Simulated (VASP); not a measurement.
The cell holds one CdO (rock salt) (110) slab, with vacuum along c, ions free to move until forces fall under 0.03 eV/Å, no reconstruction beyond this cell, dipole correction on.

Input:

```
CdO
1.0
    3.32844     0.00000     0.00000
    0.00000     4.70712     0.00000
    0.00000     0.00000    25.00804
Cd O
6 6
Direct
  0.00000   0.00000   0.33706
  0.50000   0.50000   0.39760
  0.00000   0.00000   0.46792
  0.50000   0.50000   0.53208
  0.00000   0.00000   0.60240
  0.50000   0.50000   0.66294
  0.50000   0.00000   0.39902
  0.00000   0.50000   0.33678
  0.50000   0.00000   0.53272
  0.00000   0.50000   0.46728
  0.50000   0.00000   0.66322
  0.00000   0.50000   0.60098
```

The numbers are results of PBEsol GGA, VASP's PBE PAW potentials (set 64) (plane waves; VASP 6.6.1), not measurements. Run with 450 eV cut-off, 6×4×1 Γ-centred mesh, Gaussian smearing of 0.050 eV, potentials Cd O.

Slab and bulk use different k-meshes, so the surface energy is good to a few per cent at best.

Question: Predict its surface energy, work function, band gap (on the k-mesh).

Answer: 
```
Property                                                    Result
------------------------  ----------------------------------------
surface energy                                          1.34 J/m^2
work function                                              4.99 eV
band gap (on the k-mesh)  none (metal, semimetal or under 0.01 eV)
```

The cell is a thin slab with vacuum, built from CdO (rock salt): (110) face.
